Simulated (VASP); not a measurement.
Output of a VASP run:

File OUTCAR:
```
 ion  position               nearest neighbor table
   1  0.000  0.000  0.000-   3 2.02   6 2.02   5 2.11   4 2.11   4 2.11   5 2.11   2 3.69   2 3.69
                             2 3.69   2 3.69   2 3.69   2 3.69   2 3.69   2 3.69
   2  0.500  0.500  0.500-   4 2.02   5 2.02   3 2.11   6 2.11   3 2.11   6 2.11   1 3.69   1 3.69
                             1 3.69   1 3.69   1 3.69   1 3.69   1 3.69   1 3.69
   3  0.308  0.308  0.000-   1 2.02   2 2.11   2 2.11
   4  0.808  0.192  0.500-   2 2.02   1 2.11   1 2.11
   5  0.192  0.808  0.500-   2 2.02   1 2.11   1 2.11
   6  0.692  0.692  0.000-   1 2.02   2 2.11   2 2.11
  LATTYP: Found a simple tetragonal cell.
 ALAT       =     4.6385365758
 C/A-ratio  =     0.7301447586
 Subroutine PRICEL returns:
 Original cell was already a primitive cell.
 Subroutine GETGRP returns: Found 16 space group operations
The static configuration has the point symmetry D_2h.
 The point group associated with its full space group is D_4h.
The dynamic configuration has the point symmetry D_2h.
 Subroutine INISYM returns: Found 16 space group operations
 Subroutine IBZKPT returns following result:
 Found     50 irreducible k-points:

 Following reciprocal coordinates:
            Coordinates               Weight
  0.000000  0.000000  0.000000      1.000000
  0.142857  0.000000  0.000000      4.000000
  0.285714  0.000000  0.000000      4.000000
  0.428571  0.000000  0.000000      4.000000
  0.142857  0.142857  0.000000      4.000000
  0.285714  0.142857  0.000000      8.000000
  0.428571  0.142857  0.000000      8.000000
  0.285714  0.285714  0.000000      4.000000
  0.428571  0.285714  0.000000      8.000000
  0.428571  0.428571  0.000000      4.000000
  0.000000  0.000000  0.111111      2.000000
  0.142857  0.000000  0.111111      8.000000
  0.285714  0.000000  0.111111      8.000000
  0.428571  0.000000  0.111111      8.000000
  0.142857  0.142857  0.111111      8.000000
  0.285714  0.142857  0.111111     16.000000
  0.428571  0.142857  0.111111     16.000000
  0.285714  0.285714  0.111111      8.000000
  0.428571  0.285714  0.111111     16.000000
  0.428571  0.428571  0.111111      8.000000
  0.000000  0.000000  0.222222      2.000000
  0.142857  0.000000  0.222222      8.000000
  0.285714  0.000000  0.222222      8.000000
  0.428571  0.000000  0.222222      8.000000
  0.142857  0.142857  0.222222      8.000000
  0.285714  0.142857  0.222222     16.000000
  0.428571  0.142857  0.222222     16.000000
  0.285714  0.285714  0.222222      8.000000
  0.428571  0.285714  0.222222     16.000000
  0.428571  0.428571  0.222222      8.000000
  0.000000  0.000000  0.333333      2.000000
  0.142857  0.000000  0.333333      8.000000
  0.285714  0.000000  0.333333      8.000000
  0.428571  0.000000  0.333333      8.000000
  0.142857  0.142857  0.333333      8.000000
  0.285714  0.142857  0.333333     16.000000
  0.428571  0.142857  0.333333     16.000000
  0.285714  0.285714  0.333333      8.000000
  0.428571  0.285714  0.333333     16.000000
  0.428571  0.428571  0.333333      8.000000
   k-points           NKPTS =     50   k-points in BZ     NKDIM =     50   number of bands    NBANDS=     31
   number of dos      NEDOS =    301   number of ions     NIONS =      6
   total plane-waves  NPLWV =  44800
   dimension x,y,z NGX =    40 NGY =   40 NGZ =   28
   dimension x,y,z NGXF=    80 NGYF=   80 NGZF=   56
   ions per type =               2   4
   PREC   = accura    normal or accurate (medium, high low for compatibility)
   ISTART =      0    job   : 0-new  1-cont  2-samecut
   ICHARG =      2    charge: 1-file 2-atom 10-const
   ISPIN  =      1    spin polarized calculation?
   LNONCOLLINEAR =      F non collinear calculations
   LSORBIT =      F    spin-orbit coupling
   INIWAV =      1    electr: 0-lowe 1-rand  2-diag
   ENCUT  =  620.0 eV  45.57 Ry    6.75 a.u.   9.42  9.42  6.88*2*pi/ulx,y,z
   NELM   =    100;   NELMIN=  2; NELMDL= -5     # of ELM steps
   EDIFF  = 0.1E-05   stopping-criterion for ELM
...
```

**OSZICAR**
```
...
DAV:   2    -0.322282164780E+02    0.52330E-02   -0.26198E-02  4589   0.182E+00    0.311E-01
DAV:   3    -0.322250075122E+02    0.32090E-02   -0.58984E-03  4865   0.103E+00    0.479E-02
DAV:   4    -0.322250675205E+02   -0.60008E-04   -0.10782E-03  3442   0.272E-01    0.223E-02
DAV:   5    -0.322250638989E+02    0.36216E-05   -0.41128E-05  4925   0.800E-02    0.599E-03
DAV:   6    -0.322250645325E+02   -0.63359E-06   -0.49034E-06  3308   0.171E-02
   7 F= -.12768194E+02 E0= -.12768301E+02  d E =-.718904E-02
       N       E                     dE             d eps       ncg     rms          rms(c)
DAV:   1    -0.322593116110E+02   -0.34248E-01   -0.10763E+00  3508   0.816E+00    0.528E-01
DAV:   2    -0.322559891849E+02    0.33224E-02   -0.27227E-02  4545   0.183E+00    0.292E-01
DAV:   3    -0.322538697160E+02    0.21195E-02   -0.31959E-03  4779   0.671E-01    0.502E-02
DAV:   4    -0.322538497683E+02    0.19948E-04   -0.45498E-04  4589   0.183E-01    0.161E-02
DAV:   5    -0.322538475874E+02    0.21809E-05   -0.13782E-05  4376   0.474E-02    0.674E-03
DAV:   6    -0.322538475292E+02    0.58181E-07   -0.14240E-06  2287   0.218E-02
   8 F= -.12772022E+02 E0= -.12772128E+02  d E =-.382829E-02
       N       E                     dE             d eps       ncg     rms          rms(c)
DAV:   1    -0.322722848328E+02   -0.18437E-01   -0.43225E-01  3500   0.515E+00    0.333E-01
DAV:   2    -0.322709678490E+02    0.13170E-02   -0.10940E-02  4545   0.115E+00    0.184E-01
DAV:   3    -0.322701193382E+02    0.84851E-03   -0.12595E-03  4811   0.422E-01    0.314E-02
DAV:   4    -0.322701112899E+02    0.80484E-05   -0.18018E-04  4591   0.114E-01    0.100E-02
DAV:   5    -0.322701102282E+02    0.10617E-05   -0.46630E-06  3263   0.294E-02    0.413E-03
DAV:   6    -0.322701101724E+02    0.55726E-07   -0.89782E-07  1928   0.128E-02
   9 F= -.12772706E+02 E0= -.12772810E+02  d E =-.451271E-02
       N       E                     dE             d eps       ncg     rms          rms(c)
DAV:   1    -0.321708931295E+02    0.99217E-01   -0.77724E-01  3871   0.123E+01    0.753E-01
DAV:   2    -0.321593795993E+02    0.11514E-01   -0.37992E-02  4636   0.261E+00    0.276E-01
DAV:   3    -0.321571072266E+02    0.22724E-02   -0.63075E-03  4409   0.175E+00    0.622E-02
DAV:   4    -0.321570399017E+02    0.67325E-04   -0.86416E-04  4833   0.486E-01    0.220E-02
DAV:   5    -0.321570493338E+02   -0.94320E-05   -0.13165E-04  4845   0.134E-01    0.108E-02
DAV:   6    -0.321570509440E+02   -0.16102E-05   -0.88492E-06  3840   0.472E-02    0.303E-03
DAV:   7    -0.321570511445E+02   -0.20053E-06   -0.13059E-06  1865   0.257E-02
  10 F= -.12772464E+02 E0= -.12772570E+02  d E =0.241992E-03
       N       E                     dE             d eps       ncg     rms          rms(c)
DAV:   1    -0.322227169148E+02   -0.65666E-01   -0.22681E-01  3864   0.670E+00    0.404E-01
DAV:   2    -0.322193956342E+02    0.33213E-02   -0.10952E-02  4614   0.141E+00    0.149E-01
DAV:   3    -0.322187274884E+02    0.66815E-03   -0.18523E-03  4425   0.949E-01    0.331E-02
DAV:   4    -0.322187007938E+02    0.26695E-04   -0.25330E-04  4833   0.262E-01    0.120E-02
DAV:   5    -0.322186994138E+02    0.13800E-05   -0.38147E-05  4831   0.713E-02    0.585E-03
DAV:   6    -0.322186973726E+02    0.20412E-05   -0.15420E-06  2233   0.244E-02    0.166E-03
DAV:   7    -0.322186973253E+02    0.47336E-07   -0.19089E-06  1895   0.133E-02
  11 F= -.12773288E+02 E0= -.12773393E+02  d E =-.581574E-03
```

**OUTCAR**
```
------------------------ aborting loop because EDIFF is reached ----------------------------------------
  FORCE on cell =-STRESS in cart. coord.  units (eV):
  Direction    XX          YY          ZZ          XY          YZ          ZX
  --------------------------------------------------------------------------------------
  Total       19.4273810     19.4273810     19.4666920      0.0000000      0.0000000      0.0000000
  in kB      449.5827961    449.5827961    450.4925180      0.0000000      0.0000000      0.0000000
  external PRESSURE =      -0.1139633 kB  Pullay stress =     450.0000000 kB
  volume of cell :       69.23
      direct lattice vectors                 reciprocal lattice vectors
     4.517567671  0.000000000  0.000000000     0.221358057 -0.000000000  0.000000000
     0.000000000  4.517567671  0.000000000    -0.000000000  0.221358057  0.000000000
     0.000000000  0.000000000  3.392390381     0.000000000  0.000000000  0.294777395
 POSITION                                       TOTAL-FORCE (eV/Angst)
 -----------------------------------------------------------------------------------
      0.00000      0.00000      0.00000        -0.000000      0.000000     -0.000000
      2.25878      2.25878      1.69620        -0.000000      0.000000     -0.000000
      1.39913      1.39913      0.00000        -0.006243     -0.006243      0.000000
      3.65792      0.85965      1.69620        -0.006243      0.006243     -0.000000
      0.85965      3.65792      1.69620         0.006243     -0.006243     -0.000000
      3.11844      3.11844      0.00000         0.006243      0.006243     -0.000000
 -----------------------------------------------------------------------------------
    total drift:                                0.000000      0.000000     -0.000000
  FREE ENERGIE OF THE ION-ELECTRON SYSTEM (eV)
  ---------------------------------------------------
  free  energy   TOTEN  =       -32.2186973253 eV

  energy  without entropy=      -32.2190113664  energy(sigma->0) =      -32.21880201
  enthalpy is  TOTEN    =       -12.7732880600 eV   P V=       19.4454092653

 reached required accuracy - stopping structural energy minimisation
```
(Selected blocks of OUTCAR.)

### POSCAR
```
PbO2
1
    4.6385365758     0.0000000000     0.0000000000
    0.0000000000     4.6385365758     0.0000000000
    0.0000000000     0.0000000000     3.3868031683
Pb O
2 4
Direct
  0.0000000000   0.0000000000   0.0000000000
  0.5000000000   0.5000000000   0.5000000000
  0.3081612773   0.3081612773   0.0000000000
  0.8081612773   0.1918387227   0.5000000000
  0.1918387227   0.8081612773   0.5000000000
  0.6918387227   0.6918387227   0.0000000000
```

Q: Reconstruct the remaining input files.

A: Several could match; the one computed here: the input of the run itself, PBEsol GGA, plane waves, VASP's PBE PAW potentials (set 64).

**INCAR**
```
SIGMA=0.1   ! width (eV)
NELM=100
LCHARG=.FALSE.
ENCUT=620   ! plane-wave cut-off (eV)
ISIF=3   ! ions, shape and volume
EDIFFG=-0.02   ! ionic stop
ALGO=Normal   ! blocked Davidson
PREC=Accurate
PSTRESS=450   ! kbar
LREAL=.FALSE.   ! projection in real space or not
LWAVE=.FALSE.
SYSTEM=PbO2
NSW=40
EDIFF=1E-6
GGA=PS   ! PBEsol
LMAXMIX=4   ! l cut-off of mixed one-centre charges
IBRION=2
ISMEAR=1
LASPH=.TRUE.   ! aspherical one-centre terms
```

KPOINTS:
```
kpoints
0
Gamma
7 7 9
```

POTCAR, in this order: Pb_d O (PBE.64 set). Program: vasp_std.

Energy and stress use the plane-wave basis of the starting cell.

The compound is PbO2 in the rutile structure. This run relaxes it under an external pressure of 45 GPa. Symmetry was kept, so distortions that lower it aren't found.
